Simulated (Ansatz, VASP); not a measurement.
# Cross-check of LiTa2 (LiTa2 in the C11b ordering) between VASP and Ansatz, part 2 of 2

Aim: how closely do two programs agree when they are given the same cell, functional and k mesh? The cell is generated by rule, not measured, and may not be a known phase. Of the first pair: The two relaxations start from unlike cells of this crystal (the structure described is Ansatz's start), so only their ends are compared.

VASP 6.6.1 and Ansatz 0.2.0.

So far: Starting point; Ansatz: relaxation of cell and atoms, PBE, pair 1; VASP: relaxation of cell and atoms, PBE, pair 1; Differences.

### Step 5. VASP: relaxation of cell and atoms, PBE, pair 2

Level of this step: PBE; plane waves and PAW (Li_sv, Ta_pv); invented cell (VASP).

The relaxed volume is the usual yardstick between codes: in a stiff, nearly cubic crystal its relative difference is about their pressure difference at one cell divided by the bulk modulus. Its start cell is another than that of the pair before, and may be another structure of the material.

INCAR reads:

```
SYSTEM = LiTa2
PREC = Accurate
ENCUT = 750
EDIFF = 1E-07
NELM = 120
ISMEAR = 0
SIGMA = 0.1
LREAL = .FALSE.
ALGO = Normal
GGA = PE
NBANDS = 18
LASPH = .TRUE.
LORBIT = 11
LWAVE = .FALSE.
LCHARG = .FALSE.
ISIF = 3
IBRION = 2
NSW = 80
EDIFFG = -0.005
GGA_COMPAT = .FALSE.
NELMIN = 4
KPAR = 2
```

POSCAR reads:

```
LiTa2
1.0
    3.3722360000      0.0000000000      0.0000020000
    0.0000000000      3.3722360000      0.0000020000
    1.6861160000      1.6861160000      4.3668880000
Li Ta
1 2
Direct
    0.0000000000      0.0000000000      0.0000000000
    0.6654636164      0.6654636164      0.6690727672
    0.3345363836      0.3345363836      0.3309272328
```

KPOINTS reads:

```
Automatic mesh
0
Gamma
10 10 10
0 0 0
```

The projector-augmented-wave data sets are Li_sv and Ta_pv (PBE family, release 64).

On the command line:

```console
$ mpirun -np 2 vasp_std
```

Numbers of over 12 decimals in the logs are rounded to 6 here.

Log:

```text
[... set-up lines as in an earlier step ...]
 entering main loop
       N       E                     dE             d eps       ncg     rms          rms(c)
DAV:   1     0.221597656051E+03    0.22160E+03   -0.16040E+04  3672   0.180E+03
DAV:   2    -0.182309935602E+02   -0.23983E+03   -0.23687E+03  4308   0.433E+02
DAV:   3    -0.253700207103E+02   -0.71390E+01   -0.70061E+01  5158   0.644E+01
DAV:   4    -0.256550779405E+02   -0.28506E+00   -0.28382E+00  5294   0.105E+01
[...]
DAV:  12    -0.242363915705E+02    0.31438E-06   -0.10548E-06  4886   0.880E-03    0.249E-03
DAV:  13    -0.242363911077E+02    0.46285E-06   -0.67362E-08  2700   0.254E-03    0.431E-04
DAV:  14    -0.242363911022E+02    0.55297E-08   -0.34072E-08  2464   0.124E-03
   1 F= -.24236391E+02 E0= -.24231297E+02  d E =-.242364E+02
[...]
2 F= -.24236703E+02 E0= -.24231575E+02  d E =-.312080E-03
[...]
3 F= -.24236747E+02 E0= -.24231594E+02  d E =-.356380E-03
[...]
4 F= -.24236743E+02 E0= -.24231586E+02  d E =0.422809E-05
[...]
5 F= -.24236756E+02 E0= -.24231601E+02  d E =-.880583E-05
[...]
reached required accuracy - stopping structural energy minimisation
```

From OUTCAR (step 5):

```text
  Total        0.0006839      0.0006839      0.0007922      0.0000000      0.0000000      0.0000000
  in kB        0.0220754      0.0220754      0.0255685      0.0000000      0.0000000      0.0000000
  external PRESSURE =       0.0232398 kB  Pullay stress =       0.0000000 kB

 POSITION                                       TOTAL-FORCE (eV/Angst)
 -----------------------------------------------------------------------------------
      0.00000      0.00000      0.00000         0.000000      0.000000      0.000000
      3.36630      3.36630      2.93282        -0.000000     -0.000000      0.002222
      1.68315      1.68315      1.44756         0.000000      0.000000     -0.002222
 -----------------------------------------------------------------------------------
    total drift:                               -0.000000      0.000000     -0.000000

  FREE ENERGIE OF THE ION-ELECTRON SYSTEM (eV)
  ---------------------------------------------------
  free  energy   TOTEN  =       -24.2367562879 eV

  energy  without entropy=      -24.2264451978  energy(sigma->0) =      -24.23160074

[... 1 part as in an earlier step ...]

[... 3 further parts left out ...]
[key lines of the parts left out:]
E-fermi :   4.4190
```

### Step 6. Ansatz: relaxation of cell and atoms, PBE, pair 2

The same cell, functional, mesh and smearing now go to Ansatz, which takes its cutoff from its data sets.

The cell is taken from a series of runs on this material, whose earlier steps may have relaxed, scaled, displaced or heated it; both programs get it as it stands.

input.yaml reads:

```yaml
crystal:
  lattice:
    - [3.3722360201, 0.0, 1.6667e-06]
    - [0.0, 3.3722360201, 1.6667e-06]
    - [1.6861158517, 1.6861158517, 4.3668880765]
  atoms:
    - { symbol: Li, position: [0.0, 0.0, 0.0] }
    - { symbol: Ta, position: [0.6654636165, 0.6654636165, 0.6690727671] }
    - { symbol: Ta, position: [0.3345363835, 0.3345363835, 0.3309272329] }
kpoints:
  mp_grid: { grid: [10, 10, 10] }
hamiltonian:
  xc: pbe
scf:
  occupations: { method: gaussian, width: 0.1 }
output:
  forces: true
  stress: true
  eigenvalues: true
  write_density: true
  write_potential: true
  elf: true
  volumetric_format: npy
relax:
  adjacent_minimum: "off"
  f_tol: 0.005
  max_steps: 80
  cell: { stress_tol: 0.05 }
```

On the command line:

```console
$ ansatz run input.yaml --threads 4 --pin off --max-ram 8192MiB --backend cpu --events-out ev --progress --plain --runs-dir out
```

Log:

```text
[...]
Crystal: 3 atoms, lattice volume = 49.660 Å³
Basis set: ecut = 420 eV, 987 PW (Γ), exchange–correlation on 48×48×72 points (8 copies of the dense FFT grid, shifted against one another)
Bands: 19, of which v1, the nominal top of the filled ones, is band 15 counted from 1 (14 counted from 0)
Symmetry: 16 space group operations
[...]
k-points: 102 of 1000
[...]
--- Relaxed structure (3 steps of the walk, 2 accepted, 1 SCFs on fresh bases) ---
[...]
cell:  # Å, volume = 49.6174 Å³
    - [3.365706, -4.110884236864318e-13, 1.663492707151525e-6]
    - [-4.110884236854995e-13, 3.365706, 1.6634927071496414e-6]
    - [1.682851, 1.682851, 4.380077]
  atoms:
    - { symbol: Li, position: [0, 0, 0] }
    - { symbol: Ta, position: [0.665102, 0.665102, 0.669795] }
    - { symbol: Ta, position: [0.334898, 0.334898, 0.330205] }
[key lines of the parts left out:]
SCF converged after 7 iterations
Free energy (F): -20067.880572 eV
Fermi energy:    14.143037 eV
P = ⅓ Tr σ = 0.0259 GPa (0.259 kbar)
```

### Step 7. Side by side

What differs besides the data sets and the points named for the pairs above, as far as they apply: the data sets hold 29 valence electrons in Ansatz (on its default PAW (the set named soft_2) files) and 25 in VASP. Total energies have different zeros and are not compared.

Compared:

| quantity | Ansatz | VASP | difference |
| --- | --- | --- | --- |
| volume (Å³) | 49.62 | 49.64 | -0.04 % |
| edge a after relaxation, in the typed setting (Å) | 3.366 | 3.366 | -0.02 % |
| edge c after relaxation, in the typed setting (Å) | 4.985 | 4.985 | -0.01 % |

### Step 8. VASP: zone-centre phonons, PBE

Second derivatives magnify differences that forces hide, and they need a tight electronic threshold.

INCAR reads:

```
SYSTEM = LiTa2
PREC = Accurate
ENCUT = 750
EDIFF = 1E-08
NELM = 120
ISMEAR = 1
SIGMA = 0.2
LREAL = .FALSE.
ALGO = Normal
GGA = PE
NBANDS = 18
LASPH = .TRUE.
LORBIT = 11
LWAVE = .FALSE.
LCHARG = .FALSE.
ISIF = 2
IBRION = 8
GGA_COMPAT = .FALSE.
KPAR = 2
```

POSCAR reads:

```
LiTa2
1.0
    3.3634950796      0.0000000000      0.0000016624
    0.0000000000      3.3634950796      0.0000016624
    1.6817453764      1.6817453764      4.3770805045
Li Ta
1 2
Direct
    0.0000000000      0.0000000000      0.0000000000
    0.6645889671      0.6645889671      0.6708220658
    0.3354110329      0.3354110329      0.3291779342
```

KPOINTS reads:

```
Automatic mesh
0
Gamma
6 6 6
0 0 0
```

On the command line:

```console
$ mpirun -np 2 vasp_std
```

Log:

```text
[... set-up lines as in an earlier step ...]
 entering main loop
       N       E                     dE             d eps       ncg     rms          rms(c)
DAV:   1     0.222307178397E+03    0.22231E+03   -0.16046E+04  1080   0.180E+03
DAV:   2    -0.178110774775E+02   -0.24012E+03   -0.23723E+03  1286   0.437E+02
DAV:   3    -0.253347989765E+02   -0.75237E+01   -0.72932E+01  1500   0.647E+01
DAV:   4    -0.256466315669E+02   -0.31183E+00   -0.31120E+00  1572   0.106E+01
[...]
DAV:  15    -0.242225175265E+02   -0.21056E-07   -0.24195E-09   752   0.462E-04    0.505E-05
DAV:  16    -0.242225175149E+02    0.11634E-07   -0.47677E-10   752   0.223E-04    0.275E-05
DAV:  17    -0.242225175166E+02   -0.17471E-08   -0.13707E-10   740   0.870E-05
   1 F= -.24222518E+02 E0= -.24221603E+02  d E =-.274449E-02
 Linear response reoptimize wavefunctions to high precision
DAV:   1    -0.242225175177E+02   -0.10127E-08   -0.49491E-11   730   0.562E-05
DAV:   2    -0.242225175176E+02    0.33651E-10   -0.20201E-11   706   0.276E-05
 Linear response DOF=           4
 Linear response progress:
[...]
RMM:  19    -0.176779733477E+00   -0.22415E-07   -0.16776E-07  6365   0.646E-04    0.553E-05
RMM:  20    -0.176779858601E+00   -0.12512E-06   -0.61217E-08  5737   0.594E-04    0.454E-05
RMM:  21    -0.176779845954E+00    0.12647E-07   -0.49467E-08  6094   0.526E-04    0.539E-05
 first order change of Fermi-energy  -0.44388E-04
 force on displaced ion       2 direction 1 :  -7.170   0.000  -0.000
 Linear response progress:
  Degree of freedom:   4/  4
       N       E                     dE             d eps       ncg     rms          rms(c)
RMM:   1    -0.156506497751E+00   -0.15651E+00    0.13743E+01  1115   0.265E+01
RMM:   2    -0.193435119172E+00   -0.36929E-01   -0.43956E-02  1797   0.163E+00    0.171E-01
RMM:   3    -0.192914469874E+00    0.52065E-03   -0.54915E-03  2013   0.381E-01    0.113E-01
RMM:   4    -0.192685846469E+00    0.22862E-03   -0.91339E-04  2202   0.170E-01    0.729E-02
[...]
RMM:  21    -0.192195500251E+00    0.35394E-08   -0.46769E-07  2648   0.481E-04    0.290E-05
RMM:  22    -0.192195559960E+00   -0.59709E-07   -0.35598E-07  2559   0.452E-04    0.241E-05
RMM:  23    -0.192195565923E+00   -0.59628E-08   -0.37685E-07  2756   0.417E-04    0.264E-05
 first order change of Fermi-energy   0.10788E+01
 force on displaced ion       2 direction 3 :   0.000   0.000  -9.152
 Linear response finished
```

OUTCAR, selected parts (step 8):

```text
  Total        0.1101322      0.1101322     -0.0184026     -0.0000000      0.0000001      0.0000001
  in kB        3.5633524      3.5633524     -0.5954211     -0.0000000      0.0000021      0.0000021
  external PRESSURE =       2.1770946 kB  Pullay stress =       0.0000000 kB

 POSITION                                       TOTAL-FORCE (eV/Angst)
 -----------------------------------------------------------------------------------
      0.00000      0.00000      0.00000         0.000000      0.000000      0.000000
      3.36349      3.36349      2.93624         0.000000      0.000000     -0.131502
      1.68175      1.68175      1.44084        -0.000000     -0.000000      0.131502
 -----------------------------------------------------------------------------------
    total drift:                                0.000000      0.000000      0.000000

[... 1 part as in an earlier step ...]

[... 1 further part left out ...]
```

### Step 9. Ansatz: zone-centre phonons, PBE

The same cell, functional, mesh and smearing now go to Ansatz, which takes its cutoff from its data sets.

The cell is taken from a series of runs on this material, whose earlier steps may have relaxed, scaled, displaced or heated it; both programs get it as it stands.

input.yaml reads:

```yaml
crystal:
  lattice:
    - [3.3634950796, 0.0, 1.6624e-06]
    - [0.0, 3.3634950796, 1.6624e-06]
    - [1.6817453764, 1.6817453764, 4.3770805045]
  atoms:
    - { symbol: Li, position: [0.0, 0.0, 0.0] }
    - { symbol: Ta, position: [0.6645889671, 0.6645889671, 0.6708220658] }
    - { symbol: Ta, position: [0.3354110329, 0.3354110329, 0.3291779342] }
kpoints:
  mp_grid: { grid: [6, 6, 6] }
hamiltonian:
  xc: pbe
scf:
  occupations: { method: methfessel_paxton, width: 0.2 }
output:
  eigenvalues: true
phonons:
  method: dfpt
  qmesh: [2, 2, 2]
  temperatures: { t_max: 1000, t_step: 50 }
  qpath:
    path:
      - [[0.0, 0.0, 0.0], [0.5, 0.5, 0.5], [0.5, 0.5, 0.75], [0.5, 0.0, 0.5], [0.0, 0.0, 0.0], [0.0, 0.0, 0.5], [0.4261887, 0.0, 0.71309435]]
      - [[0.5738113, 0.0, 0.28690565], [0.0, 0.0, 0.0]]
      - [[0.5, 0.5, 0.5], [0.5738113, 0.4261887, 0.5]]
      - [[0.4261887, 0.4261887, 0.9261887], [0.0, 0.0, 0.5]]
    npoints: 10
```

On the command line:

```console
$ ansatz run input.yaml --threads 4 --pin off --max-ram 8192MiB --backend cpu --events-out ev --progress --plain --runs-dir out
```

Log:

```text
[...]
Crystal: 3 atoms, lattice volume = 49.518 Å³
Basis set: ecut = 420 eV, 987 PW (Γ), exchange–correlation on 72×72×72 points (8 copies of the dense FFT grid, shifted against one another)
Bands: 19, of which v1, the nominal top of the filled ones, is band 15 counted from 1 (14 counted from 0)
Symmetry: 16 space group operations
k-points: 30 of 216
[...]
largest difference from the sums on the solved wave vectors: F 1.44e-1 eV, S 1.89e-4 and C_V 4.58e-5 eV/K
  zero-point energy: 0.120720 eV/cell   skipped modes (ω ≤ 0): 142, of them read as no rigid motion or as one in doubt: 139 (9.893e-2 modes/cell left out, lowest -57.43 cm⁻¹)   left out of the sums: 1.11e-2 of the cell's modes: C_V's classical limit lies that fraction below 3 k_B per atom; for a crystal, a wire or a layer, F and S can be off by more, and a phonons.interpolated_qmesh denser along its periods is the remedy for the sampling
[key lines of the parts left out:]
SCF converged after 9 iterations
Free energy (F): -20067.866501 eV
Fermi energy:    14.177134 eV
```

### Step 10. Side by side

What differs besides the data sets and the points named for the pairs above, as far as they apply: VASP's run holds the zone centre alone; the data sets hold 29 valence electrons in Ansatz (on its default PAW (the set named soft_2) files) and 25 in VASP. Total energies have different zeros and are not compared.

The two programs side by side:

| quantity | Ansatz | VASP | difference |
| --- | --- | --- | --- |
| optical mode 1 to 2 (cm⁻¹) | 131.2 | 131.6 | -0.26 % |
| optical mode 3 (cm⁻¹) | 154.2 | 154.7 | -0.27 % |
| optical mode 4 (cm⁻¹) | 436.5 | 446.1 | -2.15 % |
| optical mode 5 to 6 (cm⁻¹) | 473.5 | 482.2 | -1.80 % |

Modes are paired by rising frequency, not by their patterns, so a pair may set unlike modes beside each other; they are those without the splitting of longitudinal modes.

### Step 11. Outcome

```json
{
  "difference in edge c after relaxation, in the typed setting (relaxation of cell and atoms, PBE, pair 1)": "-0.18 %",
  "difference in volume (relaxation of cell and atoms, PBE, pair 2)": "-0.042 %",
  "r.m.s. difference of the optical zone-centre modes, each program's sorted by frequency (zone-centre phonons, PBE)": "6.4 cm⁻¹",
  "difference in optical mode 4 (zone-centre phonons, PBE)": "-2.2 %"
}
```

**Reading.** The difference in edge c after relaxation, in the typed setting is -0.18 % (relaxation of cell and atoms, PBE, pair 1), within the 1.2 % picked in this series as the mark of a large difference, as far as the stopping tolerances let one tell. The data sets hold unlike numbers of valence electrons (29 in Ansatz and 25 in VASP), so part of the differences comes from the potentials. Among the rows given in per cent, the largest difference of the zone-centre phonons, PBE pair is in optical mode 4, -2.2 %. 1 further run of this series is not shown here. Such differences can come from data sets, numerical settings and the points named under the comparisons, not from the functional's error against experiment.

[Lines on the potential files, build, host, timing and source positions are cut from VASP's logs without a mark.]

[Logs are printed without paths, hosts, clocks, repeated set-up lines and the standing remarks that a program may print on its own settings, such as how far it seeks lower states.]

[Hosts, paths, dates, database ids (printed as entryN), source tags and the programs' standing remarks are cut or masked in the printed files.]
